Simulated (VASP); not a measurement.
Consider the following.

```xyz
4
Lattice="4.1833 0.0000 0.0000 -2.0917 3.6229 0.0000 0.0000 0.0000 6.8980" Properties=species:S:1:pos:R:3 pbc="T T T"
Cu     2.0917     1.2076     6.0235
Cu     0.0000     2.4153     2.5745
I      2.0917     1.2076     3.4613
I      0.0000     2.4153     0.0123
```

All values below come from PBEsol GGA with spin-orbit coupling, VASP's PBE PAW potentials (set 64) (plane waves; VASP). Settings: 400 eV cut-off, 6×6×3 Γ-centred mesh, Gaussian smearing of 0.050 eV, potentials Cu I.

### Question
Give the energies of bands 27 to 40 at the high-symmetry points, in eV from the valence-band maximum.

### Answer

| band | Γ | M | K | A | L | H |
|---|---|---|---|---|---|---|
| 27 | -1.06 | -2.13 | -2.02 | -1.66 | -2.18 | -2.02 |
| 28 | -1.06 | -2.13 | -2.01 | -1.66 | -2.18 | -2.02 |
| 29 | -0.91 | -2.00 | -2.01 | -0.73 | -1.55 | -2.01 |
| 30 | -0.91 | -2.00 | -1.88 | -0.73 | -1.55 | -2.01 |
| 31 | -0.50 | -1.91 | -1.68 | -0.73 | -1.55 | -1.90 |
| 32 | -0.50 | -1.91 | -1.68 | -0.73 | -1.55 | -1.90 |
| 33 | -0.06 | -1.33 | -1.68 | -0.48 | -1.45 | -1.42 |
| 34 | -0.06 | -1.33 | -1.64 | -0.48 | -1.45 | -1.42 |
| 35 | 0.00 | -0.96 | -1.59 | -0.48 | -1.45 | -1.40 |
| 36 | 0.00 | -0.96 | -1.59 | -0.48 | -1.45 | -1.40 |
| 37 | 1.07 | 2.37 | 2.83 | 2.21 | 2.24 | 3.01 |
| 38 | 1.07 | 2.37 | 2.83 | 2.21 | 2.24 | 3.01 |
| 39 | 1.86 | 2.77 | 4.06 | 2.21 | 2.24 | 3.07 |
| 40 | 1.86 | 2.77 | 4.50 | 2.21 | 2.24 | 3.07 |

The gap is direct, 1.07 eV, from the valence maximum at Γ to the conduction minimum at Γ.

The structure comes from a computed database's CuI entry (P6_3mc); how it stands against other phases isn't given here. It was relaxed first.
